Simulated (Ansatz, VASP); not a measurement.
# GdInCo4 in two plane-wave programs, part 2 of 2

Wanted: the spread between two codes on one cell, functional and k mesh. The cell is invented: Sites of the HoInCo4 structure (space group 216) filled with other elements, volume scaled by an estimate. It may not be a known or stable phase.

VASP 6.6.1 and Ansatz 0.2.0.

So far: The starting structure; Ansatz: relaxation of cell and atoms, PBE.

## 3. VASP: relaxation of cell and atoms, PBE

Level of this step: PBE, spin-polarised from a ferromagnetic start; plane waves and PAW (Gd, In_d, Co); invented cell (VASP).

The same cell, functional, mesh and smearing now go to VASP, with its own data sets and cutoff.

Lines of VASP's logs that name or quote its potential files are left out, and so is its time.

The input, INCAR:

```
SYSTEM = GdInCo4
PREC = Accurate
ENCUT = 450
EDIFF = 1E-06
NELM = 100
ISMEAR = -1
SIGMA = 0.05
LREAL = .FALSE.
ALGO = Normal
GGA = PE
ISPIN = 2
MAGMOM = 7 0 2 2 2 2
LMAXMIX = 6
LORBIT = 11
LWAVE = .FALSE.
LCHARG = .FALSE.
KPAR = 2
IBRION = 2
NSW = 60
ISIF = 3
EDIFFG = -0.01
```

The input, POSCAR:

```
GdInCo4
1.0
    0.0000000000      3.5417200000      3.5417200000
    3.5417200000      0.0000000000      3.5417200000
    3.5417200000      3.5417200000      0.0000000000
Gd In Co
1 1 4
Direct
    0.2500000000      0.2500000000      0.2500000000
    0.0000000000      0.0000000000      0.0000000000
    0.1239200000      0.6253600000      0.6253600000
    0.6253600000      0.1239200000      0.6253600000
    0.6253600000      0.6253600000      0.1239200000
    0.6253600000      0.6253600000      0.6253600000
```

The input, KPOINTS:

```
Automatic mesh
0
Gamma
6 6 6
0 0 0
```

PAW data sets: Gd, In_d and Co (PBE family, release 64).

The run is started by

```sh
$ mpirun -np 2 vasp_std
```

Numbers of over 12 decimals in the logs are rounded to 6 here.

The program printed:

```text
[banner, memory and clock lines left out]
running    2 mpi-ranks, on    1 nodes
 distrk:  each k-point on    1 cores,    2 groups
 distr:  one band on    1 cores,    1 groups

 POSCAR found type information on POSCAR GdInCo
 POSCAR found :  3 types and       6 ions
 LDA part: xc-table for (Slater+PW92), standard interpolation
 POSCAR, INCAR and KPOINTS ok, starting setup
 FFT: planning ... GRIDC
 FFT: planning ... GRID_SOFT
 FFT: planning ... GRID
 WAVECAR not read
 entering main loop
       N       E                     dE             d eps       ncg     rms          rms(c)
DAV:   1     0.497899660194E+03    0.49790E+03   -0.23667E+04  4440   0.518E+03
DAV:   2     0.615047384782E+02   -0.43639E+03   -0.39409E+03  3808   0.596E+02
DAV:   3    -0.319057663376E+02   -0.93411E+02   -0.85885E+02  3616   0.211E+02
DAV:   4    -0.427610685511E+02   -0.10855E+02   -0.10624E+02  4872   0.762E+01
DAV:   5    -0.458706405271E+02   -0.31096E+01   -0.30897E+01  5840   0.250E+01    0.673E+01
DAV:   6    -0.683233859828E+02   -0.22453E+02   -0.10075E+02  4992   0.221E+02    0.871E+01
DAV:   7    -0.811209217749E+02   -0.12798E+02   -0.13437E+02  4624   0.138E+02    0.265E+02
DAV:   8    -0.693876340590E+02    0.11733E+02   -0.77294E+00  4816   0.321E+01    0.216E+02
DAV:   9    -0.531644340311E+02    0.16223E+02   -0.37035E+00  5080   0.472E+01    0.133E+02
DAV:  10    -0.467796490453E+02    0.63848E+01   -0.20215E+01  4504   0.250E+02    0.682E+01
DAV:  11    -0.368819554237E+02    0.98977E+01   -0.66664E+00  5272   0.275E+01    0.453E+01
DAV:  12    -0.402139339372E+02   -0.33320E+01   -0.56933E+00  5368   0.589E+01    0.447E+01
DAV:  13    -0.405376423132E+02   -0.32371E+00   -0.54273E+00  4520   0.149E+02    0.527E+01
DAV:  14    -0.414284731005E+02   -0.89083E+00   -0.71535E-01  5512   0.106E+01    0.507E+01
[...]
DAV:  52    -0.430146999201E+02   -0.41965E-04   -0.28602E-04  4992   0.645E-01    0.203E-01
DAV:  53    -0.430147320152E+02   -0.32095E-04   -0.20224E-04  5944   0.108E-01    0.163E-01
DAV:  54    -0.430147310081E+02    0.10070E-05   -0.10446E-05  4424   0.101E-01    0.119E-01
DAV:  55    -0.430147511525E+02   -0.20144E-04   -0.23697E-05  3680   0.144E-01    0.658E-02
DAV:  56    -0.430147576665E+02   -0.65140E-05   -0.10040E-05  4312   0.138E-01    0.428E-02
DAV:  57    -0.430147539766E+02    0.36898E-05   -0.55275E-06  3672   0.748E-02    0.369E-02
DAV:  58    -0.430147514948E+02    0.24818E-05   -0.11786E-06  2248   0.406E-02    0.352E-02
DAV:  59    -0.430147522984E+02   -0.80359E-06   -0.29016E-06  2712   0.134E-02
   1 F= -.43014752E+02 E0= -.42976704E+02  d E =-.430148E+02  mag=    11.5044
[...]
2 F= -.43014904E+02 E0= -.42977065E+02  d E =-.151524E-03  mag=    11.4751
[...]
3 F= -.43014980E+02 E0= -.42977058E+02  d E =-.227431E-03  mag=    11.4864
 curvature:  -0.32 expect dE=-0.510E-04 dE for cont linesearch -0.371E-06
 trial: gam= 0.23100 g(F)=  0.100E-03 g(S)=  0.593E-04 ort =-0.309E-04 (trialstep = 0.921E+00)
 search vector abs. value=  0.189E-03
 bond charge predicted
       N       E                     dE             d eps       ncg     rms          rms(c)
DAV:   1    -0.430149942600E+02   -0.13801E-04   -0.30965E-02  3864   0.102E+00    0.771E-01
DAV:   2    -0.430151936634E+02   -0.19940E-03   -0.29151E-03  4848   0.584E-01    0.871E-01
DAV:   3    -0.430150818220E+02    0.11184E-03   -0.10170E-03  5184   0.724E-01    0.412E-01
DAV:   4    -0.430150998752E+02   -0.18053E-04   -0.33133E-04  5232   0.663E-01    0.152E-01
DAV:   5    -0.430150558294E+02    0.44046E-04   -0.10377E-04  5008   0.325E-01    0.199E-01
DAV:   6    -0.430150551966E+02    0.63274E-06   -0.25152E-05  4720   0.273E-02    0.732E-02
DAV:   7    -0.430150550726E+02    0.12404E-06   -0.20107E-06  2488   0.241E-02
   4 F= -.43015055E+02 E0= -.42977102E+02  d E =-.753430E-04  mag=    11.4875
 trial-energy change:   -0.000075  1 .order   -0.000087   -0.000140   -0.000033
 step:   1.2057(harm=  1.2057)  dis= 0.00104  next Energy=   -43.015071 (dE=-0.918E-04)
 reached required accuracy - stopping structural energy minimisation
```

From OUTCAR (step 3):

```text
ion  position               nearest neighbor table
   1  0.250  0.250  0.250-   3 2.94   4 2.94   5 2.94   3 2.94   4 2.94   6 2.94   3 2.94   5 2.94
                             6 2.94   4 2.94   5 2.94   6 2.94   2 3.07   2 3.07   2 3.07   2 3.07
   2  0.000  0.000  0.000-   4 2.94   5 2.94   6 2.94   3 2.94   5 2.94   6 2.94   3 2.94   4 2.94
                             6 2.94   3 2.94   4 2.94   5 2.94   1 3.07   1 3.07   1 3.07   1 3.07
   3  0.124  0.625  0.625-   4 2.50   5 2.50   6 2.50   6 2.51   5 2.51   4 2.51   2 2.94   2 2.94
                             2 2.94   1 2.94   1 2.94   1 2.94
   4  0.625  0.124  0.625-   3 2.50   5 2.50   6 2.50   5 2.51   6 2.51   3 2.51   2 2.94   2 2.94
                             2 2.94   1 2.94   1 2.94   1 2.94
   5  0.625  0.625  0.124-   3 2.50   4 2.50   6 2.50   6 2.51   4 2.51   3 2.51   2 2.94   2 2.94
                             2 2.94   1 2.94   1 2.94   1 2.94
   6  0.625  0.625  0.625-   3 2.50   4 2.50   5 2.50   5 2.51   4 2.51   3 2.51   2 2.94   2 2.94
                             2 2.94   1 2.94   1 2.94   1 2.94

  LATTYP: Found a face centered cubic cell.
 ALAT       =     7.0834400000

 Subroutine GETGRP returns: Found 24 space group operations
 (whereof 24 operations were pure point group operations)

The static configuration has the point symmetry T_d .

 Found     16 irreducible k-points:

   k-points           NKPTS =     16   k-points in BZ     NKDIM =     16   number of bands    NBANDS=     48

   dimension x,y,z NGX =    36 NGY =   36 NGZ =   36
   dimension x,y,z NGXF=    72 NGYF=   72 NGZF=   72

   ENCUT  =  450.0 eV  33.07 Ry    5.75 a.u.   8.66  8.66  8.66*2*pi/ulx,y,z

   NELECT =      67.0000    total number of electrons

 k-points in reciprocal lattice and weights: Automatic mesh
   0.00000000  0.00000000  0.00000000       0.005
   0.16666667  0.00000000  0.00000000       0.037
   0.33333333  0.00000000  0.00000000       0.037
   0.50000000  0.00000000  0.00000000       0.019
   0.16666667  0.16666667  0.00000000       0.028
   0.33333333  0.16666667  0.00000000       0.111
   0.50000000  0.16666667  0.00000000       0.111
  -0.33333333  0.16666667  0.00000000       0.111
  -0.16666667  0.16666667  0.00000000       0.056
[...]
-0.33333333  0.33333333  0.16666667       0.111
  -0.33333333  0.50000000  0.16666667       0.056

 average (electrostatic) potential at core
       1 -36.3274       2 -92.6958       3 -79.8619       4 -79.8619       5 -79.8619
       6 -79.8619

 E-fermi :   8.4774

 spin component 1
 k-point     1 :       0.0000    0.0000    0.0000
  band No.  band energies     occupation
    ...
     36       8.0153      0.99990
     37       8.0153      0.99990
     38       8.2983      0.97295
     39       8.2983      0.97295
     40       8.2983      0.97295
     41       8.8729      0.00037
     42       9.3260      0.00000
     43       9.3260      0.00000
     44      10.9910      0.00000
     45      12.9020      0.00000
    ...

 k-point     2 :       0.1667    0.0000    0.0000
  band No.  band energies     occupation
    ...
     36       7.6246      1.00000
     37       7.6246      1.00000
     38       8.2982      0.97301
     39       8.3730      0.88973
     40       8.3730      0.88973
     41       9.0732      0.00001
     42       9.8271      0.00000
     43       9.8271      0.00000
     44      11.3214      0.00000
     45      12.6976      0.00000
    ...

 k-point     3 :       0.3333    0.0000    0.0000
  band No.  band energies     occupation
    ...
     34       7.2745      1.00000
     35       7.2745      1.00000
     36       7.4234      1.00000
     37       7.4234      1.00000
     38       8.2979      0.97312
     39       8.6147      0.06033
     40       8.6147      0.06033
     41       8.8848      0.00029
     42      10.4418      0.00000
     43      10.4418      0.00000
    ...

 k-point     4 :       0.5000    0.0000    0.0000
  band No.  band energies     occupation
    ...
     34       7.2450      1.00000
     35       7.2450      1.00000
     36       7.3347      1.00000
     37       7.3347      1.00000
     38       8.2978      0.97318
     39       8.8272      0.00091
     40       8.8612      0.00046
     41       8.8612      0.00046
     42      10.6685      0.00000
     43      10.8627      0.00000
    ...

 k-point     5 :       0.1667    0.1667    0.0000
  band No.  band energies     occupation
    ...
     35       7.4161      1.00000
     36       7.7748      1.00000
     37       7.7748      1.00000
     38       7.9016      0.99999
     39       8.2353      0.99218
     40       8.6937      0.01306
     41       8.6937      0.01306
     42       9.9226      0.00000
     43      10.3549      0.00000
     44      11.5229      0.00000
    ...

 k-point     6 :       0.3333    0.1667    0.0000
  band No.  band energies     occupation
    ...
     35       7.2730      1.00000
     36       7.4116      1.00000
     37       7.5421      1.00000
     38       7.9336      0.99998
     39       7.9892      0.99994
     40       8.8813      0.00031
     41       8.9069      0.00019
     42      10.5356      0.00000
     43      10.6611      0.00000
     44      11.7683      0.00000
    ...

  Total        0.0480522      0.0480522      0.0480522      0.0000000      0.0000000      0.0000000
  in kB        0.8681731      0.8681731      0.8681731      0.0000000      0.0000000      0.0000000
  external PRESSURE =       0.8681731 kB  Pullay stress =       0.0000000 kB

  energy-cutoff  :      450.00
  volume of cell :       88.68
      direct lattice vectors                 reciprocal lattice vectors
    -0.000000000  3.539395157  3.539395157    -0.141267075  0.141267075  0.141267075
     3.539395157 -0.000000000  3.539395157     0.141267075 -0.141267075  0.141267075
     3.539395157  3.539395157  0.000000000     0.141267075  0.141267075 -0.141267075

 POSITION                                       TOTAL-FORCE (eV/Angst)
 -----------------------------------------------------------------------------------
      1.76970      1.76970      1.76970         0.000000      0.000000      0.000000
      0.00000      0.00000      0.00000         0.000000      0.000000      0.000000
      4.42818      2.65061      2.65061         0.001941     -0.001941     -0.001941
      2.65061      4.42818      2.65061        -0.001941      0.001941     -0.001941
      2.65061      2.65061      4.42818        -0.001941     -0.001941      0.001941
      4.42818      4.42818      4.42818         0.001941      0.001941      0.001941
 -----------------------------------------------------------------------------------
    total drift:                               -0.000000     -0.000000     -0.000001

  FREE ENERGIE OF THE ION-ELECTRON SYSTEM (eV)
  ---------------------------------------------------
  free  energy   TOTEN  =       -43.0150550726 eV

  energy  without entropy=      -42.9391481243  energy(sigma->0) =      -42.97710160

 reached required accuracy - stopping structural energy minimisation

 total charge
# of ion       s       p       d       f       tot
--------------------------------------------------
    1        2.051   5.617   0.646   7.021  15.336
    2        0.857   0.770   9.883   0.000  11.510
    3        0.476   0.421   7.289   0.000   8.186
    4        0.476   0.421   7.289   0.000   8.186
    5        0.476   0.421   7.289   0.000   8.186
    6        0.476   0.421   7.289   0.000   8.186
--------------------------------------------------
tot          4.812   8.071  39.687   7.021  59.592

 magnetization (x)
# of ion       s       p       d       f       tot
--------------------------------------------------
    1       -0.006  -0.090  -0.018   6.761   6.647
    2        0.012  -0.054  -0.009   0.000  -0.051
    3       -0.007  -0.021   1.257   0.000   1.229
    4       -0.007  -0.021   1.257   0.000   1.229
    5       -0.007  -0.021   1.257   0.000   1.229
    6       -0.007  -0.021   1.257   0.000   1.229
--------------------------------------------------
tot         -0.022  -0.228   5.002   6.761  11.512

[... 6 further parts left out ...]
```

Without U or exact exchange, f electrons of an open shell come out too delocalised.

## 4. Comparison

Known differences besides the potentials themselves: both relaxations stop at a tolerance, which leaves soft axes loose, and VASP keeps its plane-wave basis; the data sets hold 99 valence electrons in Ansatz (default PAW (the set named soft_2) files) and 67 in VASP; the cutoff is 420 eV in Ansatz and 450 eV in VASP; VASP leaves aspherical gradient terms in its spheres out (LASPH is not set), Ansatz keeps them; Ansatz adds a Pulay correction to the stress that steers its cell, VASP none; site moments are counted in spheres of each program's own size. Total energies have different zeros and are not compared.

Both answers:

```
                                         quantity  Ansatz   VASP  difference
                                      volume (Å³)   89.11  88.68     +0.49 %
edge a after relaxation, in the typed setting (Å)   5.014  5.005     +0.16 %
                                total moment (μB)    2.29  11.49       -9.20
                               moment on Gd1 (μB)    7.10   6.65       +0.46
                               moment on Co3 (μB)   -1.34   1.23       -2.57
                               moment on Co4 (μB)   -1.34   1.23       -2.57
                               moment on Co5 (μB)   -1.34   1.23       -2.57
                               moment on Co6 (μB)   -1.34   1.23       -2.57
                               moment on In2 (μB)    0.04  -0.05       +0.09
```

By their total or site moments the two runs ended in different magnetic states: Ansatz left the typed order; the other differences may follow from that, so they don't measure the programs' precision. The walks stopped with -0.02 GPa left in Ansatz and 0.09 GPa in VASP; each walk ends within a tolerance, so the volume difference is uncertain by about these residues over the bulk modulus, most in soft cells.

## 5. What the set-up changes

Further runs change the set-up of one program: Ansatz's method, potentials or start, or VASP's data sets, cutoff or form of LDA. The table gives Ansatz less VASP for each quantity, since a change that brings one quantity closer may part another.

```csv
run,volume (%),total moment (μB),"edge a after relaxation, in the typed setting (%)"
as above,0.49,-9.2,0.16
a start from the moments at which VASP ended,0.49,-9.2,0.16
```

## 6. Summary of results

```json
{
  "difference in total moment (relaxation of cell and atoms, PBE)": "-9.2 μB"
}
```

The difference in total moment is -9.2 μB (relaxation of cell and atoms, PBE). The runs of the relaxation of cell and atoms, PBE pair ended with unlike moments, so it says little about numerical agreement. For relaxation of cell and atoms, PBE, no further run moves any of the tabulated differences by more than a quarter of its size. 1 further run of this series is not shown here. How closely two codes agree says nothing of how well the functional describes the real material.

[Lines on the potential files, build, host, timing and source positions are cut from VASP's logs without a mark.]

[Logs are printed without paths, hosts, clocks, repeated set-up lines and the standing remarks that a program may print on its own settings, such as how far it seeks lower states.]

[Hosts, paths, dates, database ids (printed as entryN), source tags and the programs' standing remarks are cut or masked in the printed files.]
